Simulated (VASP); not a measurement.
CaMg6Ni:

```xyz
8
Lattice="4.8919 0.0000 0.0000 0.0000 3.1262 5.8907 0.0000 -3.1262 5.8907" Properties=species:S:1:pos:R:3 pbc="T T T"
Ni    2.4459    0.0000    7.4633
Ca    0.0000    0.0000    9.5036
Mg    2.4459    0.0000    2.1367
Mg    2.4459    1.5037    5.1883
Mg    2.4459   -1.5037    5.1883
Mg    0.0000    0.0000    4.0192
Mg    0.0000    1.5165    6.8132
Mg    0.0000   -1.5165    6.8132
```

The cell comes from a database or a generator and needn't be the stable form of this composition.

* Program: VASP 6.6.1
* Task: single point
* Functional: PBE
* Potentials or basis: VASP PAW PBE potentials, release 64 (Ni, Ca_sv, Mg)
* Cutoff: 520 eV
* k mesh: 6 × 5 × 5
* Occupations: fermi-dirac, width 0.05 eV
* Spin: collinear spin, ferromagnetic start
* Starting moments: [1.0, 0.0, 0.0, 0.0, 0.0, 0.0, 0.0, 0.0] μB

On this cell: pressure 0.2 GPa; largest force 0.040 eV/Å; net moment 0.00 μB per cell; band gap on the k mesh none (metal or under the smearing width).

The same run follows on a disturbed copy (atoms moved at random, drawn with an rms of 0.05 Å):

```
Ni Ca Mg
1.0
     4.89185    0.00000    0.00000
     0.00000    3.12619    5.89072
     0.00000   -3.12619    5.89072
Ni Ca Mg
1 1 6
Direct
  0.50603 0.63776 0.63489
  0.99931 0.81114 0.80153
  0.50236 0.18489 0.17335
  0.49542 0.68288 0.20769
  0.48635 0.19106 0.68034
  0.00343 0.34637 0.33518
  0.99604 0.82590 0.33132
  0.99686 0.33666 0.81690
```

Task: What changes?

Result: The energy (extrapolated to zero smearing) moves by +3.3 meV/atom; pressure 0.2 GPa; largest force 0.311 eV/Å; net moment 0.00 μB per cell; band gap on the k mesh none (metal or under the smearing width).

Forces in eV/Å, atoms in the order of the input:
```
Ni  -0.041 -0.034 -0.107
Ca  -0.082 -0.135 -0.040
Mg  -0.046  0.019  0.105
Mg   0.074  0.061 -0.133
Mg   0.277  0.062  0.128
Mg  -0.136 -0.029  0.011
Mg   0.029  0.013  0.028
Mg  -0.075  0.042  0.008
```

Stress tensor (GPa, compression positive):
```
0.10 0.00 0.04
0.00 0.28 0.03
0.04 0.03 0.16
```
